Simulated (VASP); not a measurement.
# Au3C in VASP: notebook, part 2 of 2

VASP 6.6.1. The steps go on from the part before.

### Step 4. Single point, PBE

Contents of INCAR:

```
SYSTEM = Au3C
PREC     = Accurate       ! precision mode
ENCUT    = 520            ! plane-wave cutoff, eV
EDIFF    = 1E-6           ! SCF threshold, eV
ISMEAR   = 0              ! smearing method
SIGMA    = 0.1            ! smearing width, eV
LREAL    = .FALSE.        ! projectors in reciprocal space
LASPH    = .TRUE.         ! aspherical terms in the spheres
NELM     = 100            ! most SCF steps
ALGO     = Normal         ! electronic algorithm
ISIF     = 2              ! what is computed and relaxed
LWAVE    = .FALSE.        ! write WAVECAR
LCHARG   = .TRUE.         ! write CHGCAR
LDIPOL   = .TRUE.       
IDIPOL   = 3            
DIPOL    = 0.5 0.5 0.367
GGA      = PE             ! functional
LELF     = .TRUE.         ! ELF
LVHAR    = .TRUE.       
LVACPOTAV= .TRUE.       
NBANDS   = 26             ! bands
```

Contents of KPOINTS:

```
Automatic mesh
0
G
  9 9 1
  0 0 0
```

Contents of POSCAR:

```
Au3C
1.0
    2.9402049748      0.0000000000      0.0000000000
   -1.4701024874      2.5462922005      0.0000000000
    0.0000000000      0.0000000000     21.8974947720
Au C
3 1
Direct
    0.6666666667      0.3333333333      0.1826692981
    0.3333333333      0.6666666667      0.2945190844
    0.0000000000      0.0000000000      0.4063247812
    0.1111111111     -0.1111111111      0.5830573271
```

Potentials or basis: VASP PAW PBE potentials, release 64 (Au, C).

On the command line:

```bash
$ cat potpaw_PBE.64/Au/POTCAR potpaw_PBE.64/C/POTCAR > POTCAR
$ mpirun -np 1 vasp_std > vasp.out
```

OUTCAR:

```text
SYSTEM = Au3C
   PREC = Accurate
   ENCUT = 520
   EDIFF = 1E-6
   ISMEAR = 0
   LREAL = .FALSE.
   LASPH = .TRUE.
   NELM = 100
   ISIF = 2
   GGA = PE

 ion  position               nearest neighbor table
   1  0.667  0.333  0.183-   2 2.98   2 2.98   2 2.98
   2  0.333  0.667  0.295-   3 2.98   3 2.98   3 2.98   1 2.98   1 2.98   1 2.98
   3  0.000  0.000  0.406-   2 2.98   2 2.98   2 2.98
   4  0.111  0.889  0.583-

  LATTYP: Found a hexagonal cell.
 ALAT       =     2.9402049748
 C/A-ratio  =     7.4476082313

  Lattice vectors:

 A1 = (   2.9402049748,   0.0000000000,   0.0000000000)
 A2 = (  -1.4701024874,   2.5462922005,   0.0000000000)
 A3 = (   0.0000000000,   0.0000000000,  21.8974947720)

Analysis of symmetry for initial positions (statically):
=====================================================================
 Subroutine PRICEL returns:
 Original cell was already a primitive cell.

 Routine SETGRP: Setting up the symmetry group for a
 hexagonal supercell.

[... 172 lines left out ...]

  energy without entropy =      -11.25425669  energy(sigma->0) =      -11.26940454

 E-fermi :  -0.4354     XC(G=0):  -5.9467

 val. band max:       -0.4737649373   @ k =   0.1111   0.1111   0.0000
 cond. band min:      -0.4296783616   @ k =  -0.4444   0.3333   0.0000
 fundamental gap:      0.0440865756
 Fermi energy:        -0.4353729560

 k-point     1 :       0.0000    0.0000    0.0000
  band No.  band energies     occupation
      1     -10.1400      2.00000
      2      -8.7046      2.00000
      3      -7.3037      2.00000
      4      -6.8565      2.00000
      5      -4.6255      2.00000
      6      -4.4391      2.00000
[... 685 lines left out ...]
     25       5.9174      0.00000
     26       6.8401      0.00000

 [... further k-points ...]

------------------------ aborting loop because EDIFF is reached ----------------------------------------

  FORCE on cell =-STRESS in cart. coord.  units (eV):
  Direction    XX          YY          ZZ          XY          YZ          ZX
  --------------------------------------------------------------------------------------
  -------------------------------------------------------------------------------------
  Total       -6.1613051     -6.1554419     -1.4446814      0.0050777      0.0140350     -0.0243092
  in kB      -60.2147679    -60.1574669    -14.1189492      0.0496242      0.1371643     -0.2375751
  external PRESSURE =     -44.8303947 kB  Pullay stress =       0.0000000 kB

 VOLUME and BASIS-vectors are now :
 -----------------------------------------------------------------------------
  energy-cutoff  :      520.00
  volume of cell :      163.94
      direct lattice vectors                 reciprocal lattice vectors
     2.940204975  0.000000000  0.000000000     0.340112342  0.196363952  0.000000000
    -1.470102487  2.546292200  0.000000000     0.000000000  0.392727904  0.000000000
     0.000000000  0.000000000 21.897494772     0.000000000  0.000000000  0.045667325

 POSITION                                       TOTAL-FORCE (eV/Angst)
 -----------------------------------------------------------------------------------
      1.47010      0.84876      4.00000         0.000053     -0.000031      0.146068
     -0.00000      1.69753      6.44923         0.000273     -0.000158      0.029674
      0.00000      0.00000      8.89749         0.005699     -0.003290     -0.020032
     -0.98007      2.26337     12.76749        -0.006025      0.003479     -0.155710
 -----------------------------------------------------------------------------------
    total drift:                                0.000140     -0.000081     -0.000024

  FREE ENERGIE OF THE ION-ELECTRON SYSTEM (eV)
  ---------------------------------------------------
  free  energy   TOTEN  =       -11.2845523916 eV

  energy  without entropy=      -11.2542566934  energy(sigma->0) =      -11.26940454

 vacuum level on the upper side and lower side of the slab         5.555         4.818
```

OSZICAR:

```text
N       E                     dE             d eps       ncg     rms          rms(c)
DAV:   1     0.215282725656E+03    0.21528E+03   -0.15940E+04  1300   0.118E+03
DAV:   2    -0.258661942796E+01   -0.21787E+03   -0.20630E+03  1574   0.239E+02
[... 17 lines left out ...]
DAV:  20    -0.112847135843E+02   -0.20400E-03   -0.15405E-04  1436   0.401E-02    0.117E-01
DAV:  21    -0.112845476455E+02    0.16594E-03   -0.26051E-04  1358   0.503E-02    0.371E-02
DAV:  22    -0.112845468977E+02    0.74780E-06   -0.86150E-05  1488   0.345E-02    0.737E-03
DAV:  23    -0.112845509576E+02   -0.40599E-05   -0.62292E-06  1282   0.111E-02    0.320E-03
DAV:  24    -0.112845528181E+02   -0.18605E-05   -0.32450E-06   990   0.125E-02    0.647E-03
DAV:  25    -0.112845523916E+02    0.42653E-06   -0.21390E-06   978   0.484E-03
   1 F= -.11284552E+02 E0= -.11269405E+02  d E =-.302957E-01
```

stdout:

```text
POSCAR found type information on POSCAR AuC
 POSCAR found :  2 types and       4 ions
 scaLAPACK will be used
 LDA part: xc-table for (Slater+PW92), standard interpolation
 POSCAR, INCAR and KPOINTS ok, starting setup
 FFT: planning ... GRIDC
 FFT: planning ... GRID_SOFT
 FFT: planning ... GRID
 WAVECAR not read
 entering main loop
 -----------------------------------------------------------------------------
|                                                                             |
|           W    W    AA    RRRRR   N    N  II  N    N   GGGG   !!!           |
|           W    W   A  A   R    R  NN   N  II  NN   N  G    G  !!!           |
|           W    W  A    A  R    R  N N  N  II  N N  N  G       !!!           |
|           W WW W  AAAAAA  RRRRR   N  N N  II  N  N N  G  GGG   !            |
|           WW  WW  A    A  R   R   N   NN  II  N   NN  G    G                |
|           W    W  A    A  R    R  N    N  II  N    N   GGGG   !!!           |
|                                                                             |
|     Did not find any points to average over, which means that no vacuum     |
|     field-free region was found. Please increase the size of  your cell     |
|     in the dimension of the dipole correction to obtain accurate            |
|     workfunction values.                                                    |
|                                                                             |
 -----------------------------------------------------------------------------
```

Wall time 88 s (1 thread of Intel Xeon Platinum 8559C (Emerald Rapids), shared host); peak memory 0.34 GiB.

Results:

| Quantity | Value |
| --- | --- |
| Free energy | -11.2846 eV |
| Largest force | 0.156 eV/Å |
| Band gap on the k mesh | none (metal or under the smearing width) |
| Work function of the upper face | 5.99 eV |
| Work function of the lower face | 5.25 eV |

Forces in eV/Å, atoms in the order of the input:
```
Au   0.000  0.000  0.146
Au   0.000  0.000  0.030
Au   0.006 -0.003 -0.020
C   -0.006  0.003 -0.156
```

Levels at points of the mesh, in eV from the Fermi level:
```csv
k point,band 14,band 15,band 16,band 17,band 18,band 19,band 20,band 21,band 22,band 23
"(0.00, 0.00, 0.00)",-2.70,-2.29,-2.29,-1.87,-1.87,-1.62,-0.74,0.85,2.66,2.66
```

Spin-orbit coupling is left out, which matters for the levels of Au.

### Step 5. Summary

| cell | gap on the mesh (eV) | largest force (eV/Å) | work function (eV) |
| --- | --- | --- | --- |
| C at 4/9 of the long diagonal of the hexagonal surface cell, 1.19 Å above the top plane | none | 2.53 | 6.43 |
| C at 2/9 of the long diagonal of the hexagonal surface cell, 1.91 Å above the top plane | none | 1.31 | - |
| C at 1/9 of the long diagonal of the hexagonal surface cell, 3.87 Å above the top plane | none | 0.16 | 5.99 |

Some of these runs hold the atoms at other places in the same cell, which the table doesn't show; runs alike in all that it shows share one row.

Alike in all rows: task single point; level PBE; potentials or basis VASP PAW PBE potentials, release 64 (Au, C); no spin polarisation; k mesh 9 × 9 × 1; cutoff (eV) 520; smearing gaussian 0.1 eV.

Absolute energies hang on the potentials; compare differences alone.
